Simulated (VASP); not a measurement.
Data:

```xyz
2
Lattice="0.0000 2.8836 2.8836 2.8836 0.0000 2.8836 2.8836 2.8836 0.0000" Properties=species:S:1:pos:R:3 pbc="T T T"
Cd     0.0000     0.0000     0.0000
S      1.4418     1.4418     1.4418
```

These are r2SCAN meta-GGA, VASP's PBE PAW potentials (set 64) (plane waves; VASP) values and carry that method's errors. Settings: 520 eV cut-off, 8×8×8 Γ-centred mesh, Gaussian smearing of 0.050 eV, potentials Cd S.

Q: Give the stress tensor in GPa (positive for a compressed cell).

A: 
```
4.31  0.00  0.00
0.00  4.31  0.00
0.00  0.00  4.31
```
The pressure is its mean diagonal, 4.31 GPa.

The compound is CdS in the zinc blende structure, a metastable form; wurtzite is the usual one. This cell is one point of a volume scan, at 0.94 of the reference volume.
